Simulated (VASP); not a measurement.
Here is the system:

```
PtSe2
1.0
    1.91401    -3.31515     0.00000
    1.91401     3.31515     0.00000
    0.00000     0.00000     4.79626
Pt Se
1 2
Direct
  0.00000   0.00000   0.00000
  0.33333   0.66667   0.26791
  0.66667   0.33333   0.73209
```

Calculation: PBE GGA with D3 dispersion (zero damping), VASP's PBE PAW potentials (set 64) (plane waves; VASP 6.6.1). Settings: 520 eV cut-off, 9×9×7 Γ-centred mesh, first-order Methfessel-Paxton smearing of 0.10 eV, potentials Pt Se.

Problem. The ions and cell shape at fixed volume are relaxed. Give the cell that the relaxation ends in.

Solution. 
```
PtSe2
1.0
    1.89961    -3.29022     0.00000
    1.89961     3.29022     0.00000
    0.00000     0.00000     4.86922
Pt Se
1 2
Cartesian
  0.00000   0.00000   0.00000
  1.89961   1.09674   1.27614
  1.89961  -1.09674   3.59308
```
Space group P-3m1 (164), at a tolerance of 0.03 Å.

Problem. How much energy does the relaxation gain?

Solution. The energy (σ→0) changes by -3.9 meV/atom, in 5 ionic steps.

The compound is PtSe2 in the 1T layered structure. This cell is one point of a volume scan, at 1.03 of the reference volume. Symmetry was kept, so distortions that lower it aren't found.
